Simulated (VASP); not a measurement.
Level of theory: PBE GGA, VASP's PBE PAW potentials (set 64) (plane waves; VASP 6.6.1).

VASP ran on this input.

File POSCAR:
```
Zr2Zn
1
    0.0000000000     4.3877410000     4.3877410000
    4.3877410000     0.0000000000     4.3877410000
    4.3877410000     4.3877410000     0.0000000000
Zr Zn
4 2
Direct
  0.1250000000   0.1250000000   0.1250000000
  0.6250000000   0.1250000000   0.1250000000
  0.1250000000   0.6250000000   0.1250000000
  0.1250000000   0.1250000000   0.6250000000
  0.7500000000   0.7500000000   0.7500000000
  0.5000000000   0.5000000000   0.5000000000
```

### KPOINTS_OPT
```
k-points along high-symmetry lines
10
Line-mode
Reciprocal
  0.000000   0.000000   0.000000 ! GAMMA
  0.500000   0.000000   0.500000 ! X

  0.500000   0.000000   0.500000 ! X
  0.625000   0.250000   0.625000 ! U

  0.375000   0.375000   0.750000 ! K
  0.000000   0.000000   0.000000 ! GAMMA

  0.000000   0.000000   0.000000 ! GAMMA
  0.500000   0.500000   0.500000 ! L

  0.500000   0.500000   0.500000 ! L
  0.500000   0.250000   0.750000 ! W

  0.500000   0.250000   0.750000 ! W
  0.500000   0.000000   0.500000 ! X
```

INCAR:
```
EDIFF  =  1E-6   ! SCF stop (eV)
LASPH  =  T   ! aspherical one-centre terms
SYSTEM  =  Zr2Zn
GGA  =  PE   ! PBE
LCHARG  =  F
ENCUT  =  300   ! plane-wave cut-off (eV)
PREC  =  Accurate
LREAL  =  F
ALGO  =  Normal   ! blocked Davidson
ISMEAR  =  0   ! Gaussian
NELM  =  100
LWAVE  =  F
SIGMA  =  0.05
ISIF  =  2
LMAXMIX  =  4   ! l cut-off of mixed one-centre charges
```

**KPOINTS**
```
Automatic mesh
0
Gamma
3 3 3
0 0 0
```

POTCAR, in this order: Zr_sv Zn (PBE.64 set). Program: vasp_std.

**Question.** What will the output report for the number of irreducible k-points (NKPTS), largest plane-wave count, number of space-group operations, FFT grid (NGX, NGY, NGZ)?

**Answer.** 
The number of irreducible k-points (NKPTS) comes out as 4 and the largest plane-wave count is 2006. The number of space-group operations is 48 and the FFT grid (NGX, NGY, NGZ) is 36 × 36 × 36.

The structure was generated: Zr2Zn was put into an ordered model structure, which need not be its known phase. The cell was not relaxed at this level. The k-mesh is coarse (spacing up to 0.41 per Å, 2π included), so the numbers may not be converged in it.
